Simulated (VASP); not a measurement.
Gd (space group P6_3/mmc): the measured cell of entry 9008499 of the Crystallography Open Database is

```yaml
crystal:
  lattice:
    - [3.63600, 0.00000, 0.00000]
    - [-1.81800, 3.14887, 0.00000]
    - [0.00000, 0.00000, 5.78260]
  atoms:
    - { symbol: Gd, position: [0.33333, 0.66667, 0.25000] }
    - { symbol: Gd, position: [0.66667, 0.33333, 0.75000] }
```

Computed with PBEsol GGA, VASP's PBE PAW potentials (set 64) (plane waves; VASP). Settings: 400 eV cut-off, 13×13×7 Γ-centred mesh, tetrahedra with Blöchl corrections, potentials Gd_3.

The calculation is for a static lattice at zero pressure; the measurement, at 293 K, holds thermal and zero-point expansion. The entry's conditions were not checked, so it may have been measured under pressure.

The 4f electrons are frozen in the core of the lanthanide potential, so 4f levels, which can set the real gap, and their magnetism are missing.

### Question
How far does the relaxed conventional cell lie from the measured one?

### Answer

|  | measured | computed | difference |
|---|---|---|---|
| a (Å) | 3.636 | 3.564 | -2.0 % |
| c (Å) | 5.783 | 5.626 | -2.7 % |
| V (Å³/atom) | 33.10 | 30.94 | -6.5 % |

The structure comes from a measured Gd entry (P6_3/mmc) of the Crystallography Open Database, whose conditions weren't checked. It was relaxed first, which changed the volume by -7 %. Symmetry was kept, so distortions that lower it aren't found.
